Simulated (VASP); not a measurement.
All values below come from PBE0 hybrid, VASP's PBE PAW potentials (set 64) (plane waves; VASP).

The input files of a VASP run:

INCAR:
```
LREAL  =  .FALSE.   # projection in real space or not
LCHARG  =  .FALSE.
LHFCALC  =  .TRUE.
LASPH  =  .TRUE.   # aspherical one-centre terms
ISMEAR  =  0   # Gaussian
ALGO  =  Normal   # blocked Davidson
SYSTEM  =  CsCl
AEXX  =  0.25
NELM  =  100   # most electronic steps
PREC  =  Accurate
LMAXMIX  =  4   # l cut-off of mixed one-centre charges
SIGMA  =  0.02
ISYM  =  3
PRECFOCK  =  Fast
HFRCUT  =  -1
EDIFF  =  1E-6   # SCF stop (eV)
LWAVE  =  .FALSE.
ISIF  =  2
GGA  =  PE   # PBE
ENCUT  =  300   # plane-wave cut-off (eV)
```

### KPOINTS
```
Automatic mesh
0
Gamma
4 4 4
0 0 0
```

**POSCAR**
```
CsCl
1
    4.1780930000     0.0000000000     0.0000000000
    0.0000000000     4.1780930000     0.0000000000
    0.0000000000     0.0000000000     4.1780930000
Cs Cl
1 1
Direct
  0.0000000000   0.0000000000   0.0000000000
  0.5000000000   0.5000000000   0.5000000000
```

POTCAR, in this order: Cs_sv Cl (PBE.64 set). Program: vasp_std.

### Question
What will the output report for the number of irreducible k-points (NKPTS), largest plane-wave count, number of space-group operations, FFT grid (NGX, NGY, NGZ)?

### Answer

```
Property                                      Result
--------------------------------------  ------------
number of irreducible k-points (NKPTS)            10
largest plane-wave count                         912
number of space-group operations                  48
FFT grid (NGX, NGY, NGZ)                24 × 24 × 24
```

The structure comes from a computed database's CsCl entry; how it stands against other phases isn't given here. The cell was not relaxed at this level. The run is one of a series of settings (KPOINTS 4×4×4 Γ-centred mesh against the base run), some of them coarse on purpose.
